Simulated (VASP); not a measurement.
Data:

```xyz
3
Lattice="0.0000 2.9974 2.9974 2.9974 0.0000 2.9974 2.9974 2.9974 0.0000" Properties=species:S:1:pos:R:3 pbc="T T T"
Pd     0.0000     0.0000     0.0000
Ge     1.4987     1.4987     1.4987
Ge     4.4962     4.4962     4.4962
```

Calculation: r2SCAN meta-GGA, VASP's PBE PAW potentials (set 64) (plane waves; VASP). Run with 400 eV cut-off, 10×10×10 Γ-centred mesh, tetrahedra with Blöchl corrections, potentials Pd Ge_d.

Question: Give the energies of bands 12 to 22 at the high-symmetry points, in eV from the Fermi level.

Answer: 
```tsv
band	Γ	X	U	L	W
12	-5.73	-8.58	-9.22	-9.65	-9.31
13	-5.73	-6.86	-6.33	-5.21	-5.84
14	-5.73	-4.17	-4.72	-5.21	-5.82
15	-3.99	-4.17	-4.36	-3.87	-4.16
16	-3.90	-3.65	-4.22	-3.79	-3.92
17	-3.90	-3.50	-3.83	-3.79	-3.92
18	2.45	-3.50	-2.98	-0.56	-3.51
19	2.45	-3.24	-2.29	-0.56	-2.27
20	2.45	-0.92	0.16	0.78	2.12
21	3.53	3.48	4.95	1.55	2.12
22	3.53	7.33	5.18	2.84	6.45
```

It has no gap at this level: it comes out as a metal or semimetal.

The structure was generated: Ge2Pd was put into the fluorite type (Fm-3m), which need not be its known phase. It was relaxed first, which changed the volume by -5 %.
